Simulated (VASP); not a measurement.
## TaAs (relaxed from the zinc blende structure, space group F-43m): computed properties

These are PBEsol GGA, VASP's PBE PAW potentials (set 64) (plane waves; VASP 6.6.1) values and carry that method's errors.

For TaAs, the space group is F-43m (216). The cell is a = b = c = 5.7392 Å, α = β = γ = 90.00° and the volume per atom is 23.63 Å^3/atom. The band gap (over mesh and band path) comes out as none (metal, semimetal or under 0.01 eV) and the density comes out as 8.99 g/cm³.

```
CELL_PARAMETERS angstrom
      0.00000     2.86960     2.86960
      2.86960     0.00000     2.86960
      2.86960     2.86960     0.00000
ATOMIC_POSITIONS crystal
  Ta 0.00000 0.00000 0.00000
  As 0.25000 0.25000 0.25000
```

Unless said otherwise, spin-orbit coupling is left out, though it shifts the bands of the heavy elements here.

The structure was generated: TaAs was put into the zinc blende type (F-43m), which need not be its known phase. It was relaxed first, which changed the volume by -36 %. Symmetry was kept, so distortions that lower it aren't found.
